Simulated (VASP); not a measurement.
OSZICAR of a VASP run on CsPbCl3 (cubic perovskite):

OSZICAR:
```
       N       E                     dE             d eps       ncg     rms          rms(c)
DAV:   1     0.417710527694E+03    0.41771E+03   -0.19046E+04   520   0.151E+03
DAV:   2     0.335870791073E+02   -0.38412E+03   -0.37536E+03   644   0.344E+02
DAV:   3    -0.170165271076E+02   -0.50604E+02   -0.50385E+02   620   0.133E+02
DAV:   4    -0.190258227643E+02   -0.20093E+01   -0.20021E+01   724   0.333E+01
DAV:   5    -0.190762974970E+02   -0.50475E-01   -0.50415E-01   642   0.410E+00    0.528E+00
DAV:   6    -0.183859914570E+02    0.69031E+00   -0.14927E+00   696   0.135E+01    0.335E+00
DAV:   7    -0.183507243105E+02    0.35267E-01   -0.55981E-01   764   0.474E+00    0.160E+00
DAV:   8    -0.183593759314E+02   -0.86516E-02   -0.78274E-02   780   0.241E+00    0.276E-01
DAV:   9    -0.183583338504E+02    0.10421E-02   -0.18080E-02   750   0.111E+00    0.122E-01
DAV:  10    -0.183589064419E+02   -0.57259E-03   -0.19660E-03   678   0.315E-01    0.328E-02
DAV:  11    -0.183589607243E+02   -0.54282E-04   -0.16905E-04   680   0.916E-02    0.127E-02
DAV:  12    -0.183589639946E+02   -0.32703E-05   -0.27886E-05   656   0.695E-02    0.644E-03
DAV:  13    -0.183589638459E+02    0.14866E-06   -0.29853E-06   616   0.107E-02
   1 F= -.18358964E+02 E0= -.18358964E+02  d E =-.183590E+02
```

Question: Which electronic solver shows in the log?

Answer: It is blocked Davidson (ALGO = Normal, or the opening steps of other solvers). The INCAR had ALGO = Normal.

Question: Can the final energy be trusted as converged?

Answer: The run converged. It stopped with EDIFF = 1E-6, NELM = 100, NSW = 40 and EDIFFG = -0.02 after 1 ionic step (PBEsol GGA, plane waves, VASP's PBE PAW potentials (set 64)).

The compound is CsPbCl3 in the cubic perovskite structure, the ideal cubic form; the compound distorts at low or room temperature. It was relaxed first.
